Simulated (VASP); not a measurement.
Level of theory: PBE GGA, VASP's PBE PAW potentials (set 64) (plane waves; VASP).

The input files of a VASP run:

### POSCAR
```
CaO
1
    0.0000000000     2.4531000000     2.4531000000
    2.4531000000     0.0000000000     2.4531000000
    2.4531000000     2.4531000000     0.0000000000
Ca O
1 1
Direct
  0.0000000000   0.0000000000   0.0000000000
  0.5000000000   0.5000000000   0.5000000000
```

### INCAR
```
SYSTEM = CaO
PREC = Accurate
ENCUT = 520
EDIFF = 1E-6
NELM = 100
ALGO = Normal
LREAL = .FALSE.
LASPH = .TRUE.
ISMEAR = 0
SIGMA = 0.05
GGA = PE
LWAVE = .FALSE.
LCHARG = .FALSE.
ISIF = 2
```

KPOINTS:
```
Automatic mesh
0
Gamma
8 8 8
0 0 0
```

POTCAR, in this order: Ca_sv O (PBE.64 set). Program: vasp_std.

The resulting files:

**OSZICAR**
```
       N       E                     dE             d eps       ncg     rms          rms(c)
DAV:   1     0.132230883449E+03    0.13223E+03   -0.86302E+03   696   0.137E+03
DAV:   2    -0.748674761711E+01   -0.13972E+03   -0.13193E+03   832   0.338E+02
DAV:   3    -0.142706891212E+02   -0.67839E+01   -0.67272E+01   876   0.760E+01
DAV:   4    -0.145026012211E+02   -0.23191E+00   -0.23175E+00  1048   0.129E+01
DAV:   5    -0.145042798989E+02   -0.16787E-02   -0.16786E-02   864   0.126E+00    0.857E+00
DAV:   6    -0.128443580801E+02    0.16599E+01   -0.90714E+00   812   0.273E+01    0.380E+00
DAV:   7    -0.127918988580E+02    0.52459E-01   -0.76793E-01   968   0.838E+00    0.177E+00
DAV:   8    -0.127932005333E+02   -0.13017E-02   -0.85054E-02   744   0.328E+00    0.445E-01
DAV:   9    -0.127910790293E+02    0.21215E-02   -0.26713E-02   880   0.127E+00    0.142E-01
DAV:  10    -0.127915580775E+02   -0.47905E-03   -0.24453E-03   728   0.491E-01    0.280E-02
DAV:  11    -0.127916014233E+02   -0.43346E-04   -0.40341E-04   992   0.161E-01    0.305E-02
DAV:  12    -0.127915873488E+02    0.14075E-04   -0.61041E-05   804   0.820E-02    0.519E-03
DAV:  13    -0.127915871936E+02    0.15521E-06   -0.43331E-06   900   0.197E-02
   1 F= -.12791587E+02 E0= -.12791587E+02  d E =-.290385E-18
```

OUTCAR:
```
------------------------ aborting loop because EDIFF is reached ----------------------------------------
  FORCE on cell =-STRESS in cart. coord.  units (eV):
  Direction    XX          YY          ZZ          XY          YZ          ZX
  --------------------------------------------------------------------------------------
  Total       -0.7351455     -0.7351455     -0.7351455      0.0000000      0.0000000      0.0000000
  in kB      -39.8940520    -39.8940520    -39.8940520      0.0000000      0.0000000      0.0000000
  external PRESSURE =     -39.8940520 kB  Pullay stress =       0.0000000 kB
  volume of cell :       29.52
      direct lattice vectors                 reciprocal lattice vectors
     0.000000000  2.453100000  2.453100000    -0.203823733  0.203823733  0.203823733
     2.453100000  0.000000000  2.453100000     0.203823733 -0.203823733  0.203823733
     2.453100000  2.453100000  0.000000000     0.203823733  0.203823733 -0.203823733
  FREE ENERGIE OF THE ION-ELECTRON SYSTEM (eV)
  ---------------------------------------------------
  free  energy   TOTEN  =       -12.7915871936 eV

  energy  without entropy=      -12.7915871936  energy(sigma->0) =      -12.79158719
```
(Selected blocks of OUTCAR.)

The compound is CaO in the rock salt structure. The cell was not relaxed at this level.
